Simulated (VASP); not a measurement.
Cost and result of VASP (PAW) for the lattice constant a of CdS (zinc blende). Static lattice. The cost counts the five points of the equation of state, each on the mesh and cut-off of its row, so the ratios hold those differences too. With PBE it took about 40 core-seconds. Times come from single runs on busy shared machines, so they are rough: good to a factor of about 2.

```json
[
 {"level": "LDA", "k-mesh": "8×8×8", "cut-off (eV)": "520", "lattice constant a (Å)": "5.773", "cost over PBE": "within a factor of 2"},
 {"level": "PBE", "k-mesh": "8×8×8", "cut-off (eV)": "520", "lattice constant a (Å)": "5.938", "cost over PBE": "reference"},
 {"level": "PBEsol", "k-mesh": "8×8×8", "cut-off (eV)": "520", "lattice constant a (Å)": "5.838", "cost over PBE": "within a factor of 2"},
 {"level": "r2SCAN", "k-mesh": "8×8×8", "cut-off (eV)": "520", "lattice constant a (Å)": "5.888", "cost over PBE": "about 4 times"},
 {"level": "SCAN", "k-mesh": "8×8×8", "cut-off (eV)": "520", "lattice constant a (Å)": "(withheld)", "cost over PBE": "(withheld)"}
]
```

Question: Some entries are withheld; supply them.

Answer: 
- SCAN, lattice constant a (Å): 5.871
- SCAN, cost over PBE: about 5 times

Left out are levels that failed, ran on another kind of processor or have no fit band path; at most nine are shown.

The compound is CdS in the zinc blende structure, a metastable form; wurtzite is the usual one.
